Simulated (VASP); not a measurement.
Data:

```xyz
4
Lattice="3.8880 0.0000 0.0000 -1.9440 3.3671 0.0000 0.0000 0.0000 6.8056" Properties=species:S:1:pos:R:3 pbc="T T T"
La     0.0000     0.0000     0.0000
La     0.0000     0.0000     3.4028
B      0.0000     2.2448     1.7014
B      1.9440     1.1224     5.1042
```

The numbers are results of PBE GGA, VASP's PBE PAW potentials (set 64) (plane waves; VASP), not measurements. Settings: 520 eV cut-off, 10×10×5 Γ-centred mesh, tetrahedra with Blöchl corrections, potentials La B.

The cores are frozen, which limits the accuracy of field gradients.

Task: Give the principal components of the electric field gradient (V/Å²) and the asymmetry η at each nucleus.

Result: 
| atom | Vxx | Vyy | Vzz | η |
|---|---|---|---|---|
| La1 | -78.3 | -78.3 | 156.7 | 0.00 |
| La2 | -78.3 | -78.3 | 156.7 | 0.00 |
| B3 | 2.2 | 2.2 | -4.4 | 0.00 |
| B4 | 2.2 | 2.2 | -4.4 | 0.00 |

The structure was generated: LaB was put into the NiAs type type (P6_3/mmc), which need not be its known phase. It was relaxed first, which changed the volume by -26 %.
